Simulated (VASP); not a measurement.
Data:

```yaml
crystal:
  lattice:
    - [0.00000, 1.76211, 1.76211]
    - [1.76211, 0.00000, 1.76211]
    - [1.76211, 1.76211, 0.00000]
  atoms:
    - { symbol: Ni, position: [0.00000, 0.00000, 0.00000], spin: 0.6 }
```

All values below come from rev-vdW-DF2, VASP's PBE PAW potentials (set 64) (plane waves; VASP 6.6.1). Numerical set-up: 520 eV cut-off, 18×18×18 Γ-centred mesh, first-order Methfessel-Paxton smearing of 0.10 eV, potentials Ni.

Q: Give the stress tensor in GPa (positive for a compressed cell).

A: 
```
-5.62   0.00   0.00
 0.00  -5.62   0.00
 0.00   0.00  -5.62
```
The pressure is its mean diagonal, -5.62 GPa.

The compound is Ni in the fcc structure. This cell is one point of a volume scan, at 1.03 of the reference volume.
